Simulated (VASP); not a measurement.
Level of theory: PBE GGA, VASP's PBE PAW potentials (set 64) (plane waves; VASP 6.6.1).

Input for VASP

INCAR:
```
LASPH  =  .True.   # aspherical one-centre terms
SIGMA  =  0.01
LREAL  =  .False.
NELM  =  100   # most electronic steps
ISIF  =  2
LWAVE  =  .False.
ENCUT  =  200   # plane-wave cut-off (eV)
GGA  =  PE   # PBE
ALGO  =  Normal
PREC  =  Accurate
SYSTEM  =  LiH
ISMEAR  =  0   # Gaussian
EDIFF  =  1E-6
LCHARG  =  .False.
```

### KPOINTS
```
K-points
0
gamma
 2 2 2
0.5 0.5 0.5
```

POSCAR:
```
LiH
1
    0.0000000000     1.9917480000     1.9917480000
    1.9917480000     0.0000000000     1.9917480000
    1.9917480000     1.9917480000     0.0000000000
Li H
1 1
Direct
  0.0000000000   0.0000000000   0.0000000000
  0.5000000000   0.5000000000   0.5000000000
```

POTCAR, in this order: Li_sv H (PBE.64 set). Program: vasp_std.

The run wrote:

File OUTCAR:
```
 ion  position               nearest neighbor table
   1  0.000  0.000  0.000-
   2  0.500  0.500  0.500-
  LATTYP: Found a face centered cubic cell.
 ALAT       =     3.9834960000
 Subroutine PRICEL returns:
 Original cell was already a primitive cell.
 Subroutine GETGRP returns: Found 48 space group operations
The static configuration has the point symmetry O_h .
The dynamic configuration has the point symmetry O_h .
 Subroutine INISYM returns: Found 48 space group operations
 Subroutine IBZKPT returns following result:
 Found      2 irreducible k-points:

 Following reciprocal coordinates:
            Coordinates               Weight
  0.250000  0.250000  0.250000      8.000000
 -0.250000  0.250000  0.250000     24.000000
   k-points           NKPTS =      2   k-points in BZ     NKDIM =      2   number of bands    NBANDS=      6
   number of dos      NEDOS =    301   number of ions     NIONS =      2
   total plane-waves  NPLWV =   2744
   dimension x,y,z NGX =    14 NGY =   14 NGZ =   14
   dimension x,y,z NGXF=    28 NGYF=   28 NGZF=   28
   ions per type =               1   1
   PREC   = accura    normal or accurate (medium, high low for compatibility)
   ISTART =      0    job   : 0-new  1-cont  2-samecut
   ICHARG =      2    charge: 1-file 2-atom 10-const
   ISPIN  =      1    spin polarized calculation?
   LNONCOLLINEAR =      F non collinear calculations
   LSORBIT =      F    spin-orbit coupling
   INIWAV =      1    electr: 0-lowe 1-rand  2-diag
   ENCUT  =  200.0 eV  14.70 Ry    3.83 a.u.   3.25  3.25  3.25*2*pi/ulx,y,z
   NELM   =    100;   NELMIN=  2; NELMDL= -5     # of ELM steps
   EDIFF  = 0.1E-05   stopping-criterion for ELM
   LREAL  =      F    real-space projection
   NLSPLINE    = F    spline interpolate recip. space projectors
   LMAXMIX     =    2 max onsite mixed and CHGCAR
   VOSKOWN=      0    Vosko Wilk Nusair interpolation
   EDIFFG = 0.1E-04   stopping-criterion for IOM
   NSW    =      0    number of steps for IOM
...
```

File OSZICAR:
```
       N       E                     dE             d eps       ncg     rms          rms(c)
DAV:   1    -0.985134816286E+01   -0.98513E+01   -0.77516E+02    24   0.251E+02
DAV:   2    -0.106156970431E+02   -0.76435E+00   -0.76435E+00    36   0.281E+01
DAV:   3    -0.106166921387E+02   -0.99510E-03   -0.99510E-03    24   0.101E+00
DAV:   4    -0.106166969578E+02   -0.48190E-05   -0.48190E-05    36   0.546E-02
DAV:   5    -0.106166969593E+02   -0.15661E-08   -0.15661E-08    24   0.965E-04    0.401E+00
DAV:   6    -0.103585952681E+02    0.25810E+00   -0.16227E-01    30   0.231E+00    0.212E+00
DAV:   7    -0.102908159187E+02    0.67779E-01   -0.22893E-01    30   0.288E+00    0.321E-01
DAV:   8    -0.102921339598E+02   -0.13180E-02   -0.41957E-03    24   0.591E-01    0.389E-02
DAV:   9    -0.102920850003E+02    0.48959E-04   -0.13438E-04    36   0.873E-02    0.135E-02
DAV:  10    -0.102920541424E+02    0.30858E-04   -0.13929E-05    24   0.277E-02    0.467E-03
DAV:  11    -0.102920555785E+02   -0.14361E-05   -0.70143E-07    12   0.509E-03    0.102E-03
DAV:  12    -0.102920550345E+02    0.54393E-06   -0.68460E-08    12   0.174E-03
   1 F= -.10292055E+02 E0= -.10292055E+02  d E =-.104453-161
```

### OUTCAR
```
------------------------ aborting loop because EDIFF is reached ----------------------------------------
  FORCE on cell =-STRESS in cart. coord.  units (eV):
  Direction    XX          YY          ZZ          XY          YZ          ZX
  --------------------------------------------------------------------------------------
  Total       -1.2329797     -1.2329797     -1.2329797     -0.0000000      0.0000000      0.0000000
  in kB     -125.0067180   -125.0067180   -125.0067180     -0.0000000      0.0000000      0.0000000
  external PRESSURE =    -125.0067180 kB  Pullay stress =       0.0000000 kB
  volume of cell :       15.80
      direct lattice vectors                 reciprocal lattice vectors
     0.000000000  1.991748000  1.991748000    -0.251035774  0.251035774  0.251035774
     1.991748000  0.000000000  1.991748000     0.251035774 -0.251035774  0.251035774
     1.991748000  1.991748000  0.000000000     0.251035774  0.251035774 -0.251035774
  FREE ENERGIE OF THE ION-ELECTRON SYSTEM (eV)
  ---------------------------------------------------
  free  energy   TOTEN  =       -10.2920550345 eV

  energy  without entropy=      -10.2920550345  energy(sigma->0) =      -10.29205503
```
(Selected blocks of OUTCAR.)

At this cut-off the stress carries a Pulay error, which pulls relaxed volumes low.

The structure comes from a computed database's LiH entry; how it stands against other phases isn't given here. The cell was not relaxed at this level. The k-mesh is coarse (spacing up to 1.37 per Å, 2π included), so the numbers may not be converged in it. The run is one of a series of settings (ENCUT = 200, KPOINTS 2×2×2 Γ-centred mesh shifted by (0.5, 0.5, 0.5) against the base run), some of them coarse on purpose.
